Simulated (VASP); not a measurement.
# C₂H₆S: intrinsic reaction coordinate

C₂H₆S, molecule in box, 9 atoms in the cell. PBE, intrinsic reaction coordinate; PAW potentials C, S, H (PBE set).

Path: methyl rotation in CH3SCH3.

## Input

INCAR.step1:
```
ALGO = Normal
EDIFF = 1E-7
EDIFFG = -0.005
ENCUT = 400
IBRION = 2
ISIF = 2
ISMEAR = 0
ISYM = 0
LASPH = True
LCHARG = False
LREAL = False
LWAVE = False
NELM = 100
NSW = 100
POTIM = 0.5
PREC = Normal
SIGMA = 0.01
```

INCAR.step2:
```
ALGO = Normal
EDIFF = 1E-7
ENCUT = 400
IBRION = 5
ISMEAR = 0
ISYM = 0
LASPH = True
LCHARG = False
LREAL = False
LWAVE = False
NELM = 100
NFREE = 2
NSW = 1
POTIM = 0.015
PREC = Normal
SIGMA = 0.01
```

INCAR.step3:
```
ALGO = Normal
EDIFF = 1E-8
EDIFFG = -0.003
ENCUT = 400
IBRION = 44
ISMEAR = 0
ISYM = 0
LASPH = True
LCHARG = False
LREAL = False
LWAVE = False
NELM = 100
NSW = 300
PREC = Normal
SIGMA = 0.01
```

INCAR.step4:
```
ALGO = Normal
EDIFF = 1E-6
ENCUT = 400
IBRION = 40
IRC_DIRECTION = -1
IRC_STOP = 8
IRC_VNORM0 = 0.01
ISIF = 2
ISMEAR = 0
ISYM = 0
LASPH = True
LCHARG = False
LREAL = False
LWAVE = False
NELM = 100
NSW = 900
PREC = Normal
SIGMA = 0.01
```

INCAR.step5, as INCAR.step4 but for:
```
- IRC_DIRECTION = -1
+ IRC_DIRECTION = 1
```

KPOINTS:
```
k-points
0
Gamma
  1 1 1
```

POSCAR.step1:
```
H6C2S
1.0
    8.0000000000      0.0000000000      0.0000000000
    0.0000000000     11.5000000000      0.0000000000
    0.0000000000      0.0000000000     10.0000000000
C S H
2 1 6
Direct
    0.5001326186      0.6170710169      0.4921051760
    0.5001326186      0.3793896256      0.4921051760
    0.5001326186      0.4982303213      0.6099037760
    0.5001326186      0.6979422343      0.5492048760
    0.6115881186      0.6152459735      0.4290168760
    0.3886771186      0.6152459735      0.4290168760
    0.5001326186      0.2985184082      0.5492048760
    0.3886771186      0.3812146691      0.4290168760
    0.6115881186      0.3812146691      0.4290168760
```

POSCAR.step2:
```
H6C2S
1.0
    8.0000000000      0.0000000000      0.0000000000
    0.0000000000     11.5000000000      0.0000000000
    0.0000000000      0.0000000000     10.0000000000
C S H
2 1 6
Direct
    0.4994523064      0.6172494090      0.4923431866
    0.4994523064      0.3795680177      0.4923431866
    0.4994523064      0.4984087134      0.6101417866
    0.6120031936      0.6686074314      0.5100663999
    0.5019660175      0.5855392563      0.3893821922
    0.3905105175      0.6732171412      0.5063619725
    0.4994523064      0.2986968003      0.5494428866
    0.3879968064      0.3813930612      0.4292548866
    0.6109078064      0.3813930612      0.4292548866
```

POSCAR.step3:
```
H6C2S
1.0
    8.0000000000      0.0000000000      0.0000000000
    0.0000000000     11.5000000000      0.0000000000
    0.0000000000      0.0000000000     10.0000000000
C S H
2 1 6
Direct
    0.4994523064      0.6172494090      0.4923431866
    0.4994523064      0.3795680177      0.4923431866
    0.4994523064      0.4984087134      0.6101417866
    0.6120031936      0.6686074314      0.5100663999
    0.5019660175      0.5855392563      0.3893821922
    0.3905105175      0.6732171412      0.5063619725
    0.4994523064      0.2986968003      0.5494428866
    0.3879968064      0.3813930612      0.4292548866
    0.6109078064      0.3813930612      0.4292548866

   -0.0189875454      0.0038967515      0.0057212948
   -0.0303601300     -0.0018536631     -0.0020351467
    0.0227423728     -0.0018162068     -0.0030132685
   -0.2966550816      0.3098291246      0.3999243490
    0.5734805630      0.0138705666      0.0126684035
   -0.3000158586     -0.2947817783     -0.3759399756
   -0.0054858848     -0.0016732812     -0.0016986647
   -0.0498105745     -0.0106265537      0.0258789988
   -0.0499009398      0.0065093480     -0.0298885785
```

POSCAR.step4:
```
H6C2S                                   
   1.00000000000000     
     8.0000000000000000    0.0000000000000000    0.0000000000000000
     0.0000000000000000   11.5000000000000000    0.0000000000000000
     0.0000000000000000    0.0000000000000000   10.0000000000000000
  C               S               H             
     2     1     6
Direct
     0.5009112141560393    0.6205866909136186    0.4932102520811532
     0.4992273256701421    0.3770269915607129    0.4914275305501348
     0.4983604993279830    0.4975317996431087    0.6076618547688294
     0.6132732397938223    0.6735239320065097    0.5096532285024280
     0.5017230781187219    0.5890260721303469    0.3896399897835861
     0.3893084794559940    0.6746486056654082    0.5080389960845054
     0.4987831281596344    0.2974433342530217    0.5522054553416041
     0.3871677395686669    0.3771314686035366    0.4278076592840427
     0.6123001822610696    0.3771685335022542    0.4289690496175751
 
 -0.22204723E-01  0.58264372E-02  0.52871290E-02
 -0.35438950E-01 -0.20838789E-02 -0.23139179E-02
  0.34061707E-01 -0.25943299E-02 -0.44836320E-02
 -0.29871734E+00  0.30806351E+00  0.39910522E+00
  0.57324937E+00  0.15129962E-01  0.15271031E-01
 -0.29791488E+00 -0.29577550E+00 -0.37619693E+00
 -0.55157570E-02 -0.16105865E-02 -0.16528726E-02
 -0.49923054E-01 -0.10557752E-01  0.25811898E-01
 -0.50016056E-01  0.65686832E-02 -0.29735459E-01
```

Commands (each step's output is kept before the next begins):
```
cat potpaw_PBE.64/C/POTCAR potpaw_PBE.64/S/POTCAR potpaw_PBE.64/H/POTCAR > POTCAR
cp INCAR.step1 INCAR
cp POSCAR.step1 POSCAR
mpirun -np 4 vasp_gam > vasp.out
cp INCAR.step2 INCAR
cp POSCAR.step2 POSCAR
mpirun -np 4 vasp_gam > vasp.out
# the block under the positions in POSCAR is the starting axis: the most unstable mode of the Hessian, divided by the root of the mass
cp INCAR.step3 INCAR
cp POSCAR.step3 POSCAR
mpirun -np 4 vasp_gam > vasp.out
# POSCAR is the CONTCAR of the converged dimer run, with its unstable direction
cp INCAR.step4 INCAR
cp POSCAR.step4 POSCAR
mpirun -np 4 vasp_gam > vasp.out
# POSCAR is the CONTCAR of the converged dimer run, with its unstable direction
cp INCAR.step5 INCAR
mpirun -np 4 vasp_gam > vasp.out
```

## Result

- Barrier from the relaxed minimum (eV): 0.084
- Ionic steps, all stages: 686
- Electronic steps, all stages: 4484

Energy along the reaction coordinate:

| Coordinate (Å) | Energy from the saddle (eV) |
|---|---|
| -1.744 | -0.084 |
| -1.582 | -0.083 |
| -1.384 | -0.076 |
| -1.228 | -0.068 |
| -1.013 | -0.054 |
| -0.849 | -0.041 |
| -0.662 | -0.028 |
| -0.491 | -0.016 |
| -0.270 | -0.005 |
| -0.110 | -0.001 |
| 0.040 | 0.000 |
| 0.197 | -0.002 |
| 0.451 | -0.013 |
| 0.589 | -0.022 |
| 0.811 | -0.038 |
| 0.984 | -0.051 |
| 1.203 | -0.066 |
| 1.391 | -0.076 |
| 1.618 | -0.083 |
| 1.741 | -0.084 |

VASP 6.6.1 took 1233 s on 4 cores (Intel Xeon 6975P-C (Granite Rapids)), a shared host.
